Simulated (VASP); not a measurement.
Calculation: HSE06 screened hybrid, VASP's PBE PAW potentials (set 64) (plane waves; VASP).

A VASP calculation is set up with these files.

**POSCAR**
```
Al35GeN36
1
    4.6932676572    -8.1289780182     0.0000000000
    4.6932676572     8.1289780182     0.0000000000
    0.0000000000     0.0000000000    10.0192026154
Al N Ge
35 36 1
Direct
  0.2213717531   0.1096214448   0.2498681194
  0.1072325273   0.2180681073   0.0013921565
  0.2225337909   0.1122990031   0.7477882738
  0.1117758706   0.2240128778   0.4969781102
  0.2230358516   0.4446577582   0.2374453041
  0.1072621715   0.5555240542   0.0014007491
  0.2191304675   0.4428269152   0.7610406848
  0.1118084847   0.5539722493   0.4969724205
  0.2214161722   0.7780598206   0.2498768580
  0.1106092884   0.8884825455   0.9981014610
  0.2225710231   0.7766735249   0.7477699911
  0.1108932297   0.8885701761   0.4997082306
  0.5551755611   0.1106831258   0.2507216906
  0.4435605873   0.2178930269   0.0013307323
  0.5548448387   0.1106014029   0.7479915462
  0.4455681083   0.2239659011   0.4970553692
  0.5549605822   0.4443756370   0.2372957190
  0.4442439646   0.5552619640   0.9767916688
  0.5565649354   0.4427436694   0.7608350792
  0.5549592387   0.7766686978   0.2372749577
  0.4436054230   0.8920160971   0.0014072616
  0.5566639505   0.7802745929   0.7609282610
  0.4455772146   0.8878964247   0.4970074494
  0.8888048633   0.1108662179   0.2506619495
  0.7773588653   0.2218591563   0.9978079702
  0.8887688421   0.1107808744   0.7478602149
  0.7776222677   0.2219225395   0.4992991560
  0.8888209419   0.4442844795   0.2506843757
  0.7812857198   0.5554922925   0.0013803443
  0.8886705142   0.4443929696   0.7479423324
  0.7756784342   0.5539303312   0.4969989025
  0.8897113325   0.7780346318   0.2498417122
  0.7812850701   0.8921397125   0.0013709455
  0.8869431116   0.7766656529   0.7478005997
  0.7755831723   0.8878887148   0.4969631397
  0.2219888136   0.1106326922   0.4413117842
  0.1090488790   0.2175082318   0.1908827242
  0.2216959265   0.1106905037   0.9392106708
  0.1120947305   0.2243209399   0.6890312750
  0.2134215189   0.4397830101   0.4268470147
  0.1090650680   0.5578428838   0.1908967382
  0.2060880990   0.4362178139   0.9521997796
  0.1119696937   0.5541854604   0.6890804275
  0.2219769328   0.7775633798   0.4413307838
  0.1107962438   0.8885204457   0.1901225702
  0.2217526372   0.7774090552   0.9392089918
  0.1106700155   0.8885325023   0.6905036387
  0.5557154000   0.1110242191   0.4415989914
  0.4414861862   0.2172250009   0.1907921653
  0.5549985655   0.1106636715   0.9387906920
  0.4450759282   0.2240988712   0.6890889850
  0.5600439240   0.4395548858   0.4265964354
  0.4444005355   0.5552631892   0.1791555200
  0.5631753009   0.4360166698   0.9520576772
  0.4441213767   0.5552702644   0.7767948291
  0.5599474230   0.7866145580   0.4266188654
  0.4415586097   0.8904649807   0.1908664088
  0.5631228332   0.7934280041   0.9521544102
  0.4451283822   0.8873470254   0.6890567365
  0.8886532599   0.1110439865   0.4415763889
  0.7775330164   0.2219435394   0.1903453921
  0.8885877489   0.1108163212   0.9387089597
  0.7773761377   0.2219094263   0.6903978027
  0.8887028318   0.4438192524   0.4415855615
  0.7821290674   0.5578295011   0.1908446645
  0.8886083747   0.4441500067   0.9387724030
  0.7751643076   0.5541492950   0.6890409035
  0.8888480391   0.7775370053   0.4413188683
  0.7821357029   0.8906437056   0.1908187582
  0.8883635226   0.7773584719   0.9392238768
  0.7752136140   0.8874364498   0.6890634225
  0.4447601834   0.5554501903   0.5067291464
```

File KPOINTS:
```
Automatic mesh
0
gamma
1 1 1
```

### INCAR
```
SYSTEM=Al35GeN36
PREC=Normal; ENCUT=400; LREAL=Auto
LASPH=.TRUE.; ISYM=0; NELECT=290.0
EDIFF=1E-5; NELM=50; NELMIN=4
ALGO=Normal; LMAXMIX=4
ISMEAR=0; SIGMA=0.05
GGA=PE; LHFCALC=.TRUE.; AEXX=0.25
HFSCREEN=0.2; PRECFOCK=Fast
ISIF=0
LWAVE=.FALSE.; LCHARG=.FALSE.
```

POTCAR, in this order: Al N Ge (PBE.64 set). Program: vasp_gam. Read from the step before: WAVECAR.

The run wrote:

File OUTCAR:
```
 ion  position               nearest neighbor table
   1  0.221  0.110  0.250-  49 1.88  37 1.89  45 1.89  36 1.92   4 3.07  16 3.07  14 3.08   2 3.08
                            12 3.08  10 3.10   9 3.11  32 3.11  24 3.13  13 3.13  17 3.14   5 3.14
   2  0.107  0.218  0.001-  42 1.84  62 1.89  37 1.90  38 1.91   5 3.00   7 3.02  33 3.06  24 3.06
                             1 3.08  26 3.10  10 3.11   3 3.11  25 3.11  14 3.16   6 3.17  18 3.17
   3  0.223  0.112  0.748-  39 1.90  51 1.90  47 1.91  38 1.92  12 3.08   4 3.10  16 3.10  10 3.10
                            14 3.11   2 3.11   7 3.12  19 3.12  26 3.13  15 3.13  34 3.15  11 3.15
   4  0.112  0.224  0.497-  40 1.89  60 1.90  36 1.90  39 1.92  24 3.06   1 3.07   3 3.10   8 3.10
                            26 3.10  72 3.12  27 3.13  16 3.13  12 3.14  35 3.16   5 3.16   7 3.19
   5  0.223  0.445  0.237-  53 1.89  40 1.90  37 1.90  41 1.90   2 3.00   6 3.00  20 3.12  17 3.12
                            24 3.14  28 3.14   1 3.14   9 3.14   8 3.16   4 3.16  18 3.17
   6  0.107  0.556  0.001-  42 1.84  66 1.89  41 1.90  46 1.91   5 3.00   7 3.02  29 3.06  28 3.06
                             9 3.08  30 3.10  10 3.11  11 3.11  25 3.11  21 3.16   2 3.17  18 3.17
   7  0.219  0.443  0.761-  55 1.84  43 1.92  39 1.92  42 1.92  18 2.83   6 3.02   2 3.02  26 3.11
                            30 3.11  11 3.12   3 3.12  72 3.14  19 3.17  22 3.17   8 3.19   4 3.19
   8  0.112  0.554  0.497-  40 1.89  64 1.90  44 1.90  43 1.92  28 3.06   9 3.07  11 3.10   4 3.10
                            30 3.10  72 3.12  27 3.13  23 3.13  12 3.15  31 3.15   5 3.16   7 3.19
   9  0.221  0.778  0.250-  57 1.88  41 1.89  45 1.89  44 1.92   8 3.07  23 3.07  21 3.08   6 3.08
                            12 3.08  10 3.10   1 3.11  32 3.11  28 3.13  13 3.13   5 3.14  20 3.14
  10  0.111  0.888  0.998-  38 1.90  46 1.90  70 1.90  45 1.92  32 3.10   1 3.10  34 3.10   9 3.10
                            11 3.10   3 3.10  33 3.11  29 3.11  14 3.11  21 3.11   2 3.11   6 3.11
  11  0.223  0.777  0.748-  43 1.90  59 1.90  47 1.91  46 1.92  12 3.08   8 3.10  23 3.10  10 3.10
                            21 3.11   6 3.11   7 3.12  22 3.12  30 3.13  15 3.13  34 3.15   3 3.15
  12  0.111  0.889  0.500-  68 1.90  36 1.90  44 1.90  47 1.91  11 3.08   3 3.08  34 3.08   9 3.08
                             1 3.08  32 3.08  31 3.14  35 3.14   4 3.14  23 3.14  16 3.14   8 3.15
...
```

### OSZICAR
```
       N       E                     dE             d eps       ncg     rms          rms(c)
DAV:   1    -0.613484959861E+03   -0.61348E+03   -0.17943E+01   442   0.863E+00    0.488E+01
DAV:   2    -0.613612082538E+03   -0.12712E+00   -0.43261E-01   408   0.151E+00    0.342E+01
DAV:   3    -0.613592313867E+03    0.19769E-01   -0.14043E-02   456   0.336E-01    0.211E+01
DAV:   4    -0.613584565391E+03    0.77485E-02   -0.56848E-03   408   0.168E-01    0.125E+01
DAV:   5    -0.613582009085E+03    0.25563E-02   -0.10030E-03   408   0.713E-02    0.728E+00
DAV:   6    -0.613581146915E+03    0.86217E-03   -0.37106E-04   400   0.459E-02    0.421E+00
DAV:   7    -0.613580870853E+03    0.27606E-03   -0.99803E-05   410   0.270E-02    0.243E+00
DAV:   8    -0.613580782383E+03    0.88470E-04   -0.40088E-05   352   0.184E-02    0.139E+00
DAV:   9    -0.613580757610E+03    0.24773E-04   -0.18087E-05   256   0.125E-02    0.806E-01
DAV:  10    -0.613580751892E+03    0.57178E-05   -0.70381E-06   218   0.742E-03
   1 F= -.61358075E+03 E0= -.61358075E+03  d E =-.637067E-17
```

File OUTCAR:
```
------------------------ aborting loop because EDIFF is reached ----------------------------------------
  volume of cell :      764.49
      direct lattice vectors                 reciprocal lattice vectors
     4.693267657 -8.128978018  0.000000000     0.106535582 -0.061508347  0.000000000
     4.693267657  8.128978018  0.000000000     0.106535582  0.061508347  0.000000000
     0.000000000  0.000000000 10.019202615     0.000000000  0.000000000  0.099808342
  FREE ENERGIE OF THE ION-ELECTRON SYSTEM (eV)
  ---------------------------------------------------
  free  energy   TOTEN  =      -613.5807518919 eV

  energy  without entropy=     -613.5807518919  energy(sigma->0) =     -613.58075189

  exchange ACFDT corr.  =         0.00000000  see jH, gK, PRB 81, 115126
```
(Selected blocks of OUTCAR.)

The cell is charged, with a uniform compensating background. The supercell is sampled at Γ alone, which is coarse: total energies, pressure and levels can be off, energies of defects by several tenths of an eV.

The cell is a supercell with a defect, built from AlN (wurtzite): Ge_Al, charge -1. The cell's shape comes from a PBE relaxation. The run is not spin-polarised, so no state with unpaired spins was tried.
